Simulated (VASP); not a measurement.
Consider the following.

```xyz
3
Lattice="0.0000 3.1800 3.1800 3.1800 0.0000 3.1800 3.1800 3.1800 0.0000" Properties=species:S:1:pos:R:3 pbc="T T T"
Mg     1.5900     1.5900     1.5900
Mg     4.7700     4.7700     4.7700
Si     3.1800     6.3599     3.1800
```

Computed with PBE GGA, VASP's PBE PAW potentials (set 64) (plane waves; VASP). Settings: 400 eV cut-off, Gaussian smearing of 0.050 eV, potentials Mg Si.

What does the run give for the band gap (along the path) with the smallest direct gap where there is one?

```yaml
band gap (along the path): 0.21 eV
smallest direct gap (along the path): 1.85 eV
```

Only differences to runs with the same potentials and settings are physical.

The compound is Mg2Si in the antifluorite structure. It was relaxed first.
